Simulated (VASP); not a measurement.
These are r2SCAN meta-GGA, VASP's PBE PAW potentials (set 64) (plane waves; VASP) values and carry that method's errors.

VASP input:

File KPOINTS:
```
kpoints
0
G
 9 9 9
```

INCAR:
```
SYSTEM=ZnSe
PREC=Accurate; ENCUT=520; LREAL=.FALSE.
LASPH=.TRUE.
EDIFF=1E-7; NELM=100; ALGO=Normal
LMAXMIX=4; LMIXTAU=.TRUE.
ISMEAR=-5
METAGGA=R2SCAN
ISIF=2
LWAVE=.FALSE.; LCHARG=.FALSE.; LORBIT=11
NEDOS=601
```

### POSCAR
```
ZnSe
5.670
  0.0000000000   0.5000000000   0.5000000000
  0.5000000000   0.0000000000   0.5000000000
  0.5000000000   0.5000000000   0.0000000000
Zn Se
1 1
Cart
  0.0000000000   0.0000000000   0.0000000000
  0.2500000000   0.2500000000   0.2500000000
```

**KPOINTS_OPT**
```
k-points along high-symmetry lines
10
Line-mode
Reciprocal
  0.000000   0.000000   0.000000 ! GAMMA
 -0.500000  -0.500000   0.000000 ! X

 -0.500000  -0.500000   0.000000 ! X
 -0.375000  -0.375000   0.250000 ! U

 -0.375000  -0.000000   0.375000 ! K
  0.000000   0.000000   0.000000 ! GAMMA

  0.000000   0.000000   0.000000 ! GAMMA
 -0.000000   0.000000   0.500000 ! L

 -0.000000   0.000000   0.500000 ! L
 -0.500000  -0.250000   0.250000 ! W

 -0.500000  -0.250000   0.250000 ! W
 -0.500000  -0.500000   0.000000 ! X
```

POTCAR, in this order: Zn Se (PBE.64 set). Program: vasp_std.

Task: What will the output report for the number of irreducible k-points (NKPTS), largest plane-wave count, number of space-group operations, FFT grid (NGX, NGY, NGZ)?

Result: 
```yaml
number of irreducible k-points (NKPTS): 35
largest_plane_wave_count: 1247
number_of_space_group_operations: 24
FFT grid (NGX, NGY, NGZ): 30 × 30 × 30
```

The compound is ZnSe in the zinc blende structure. The cell was not relaxed at this level.
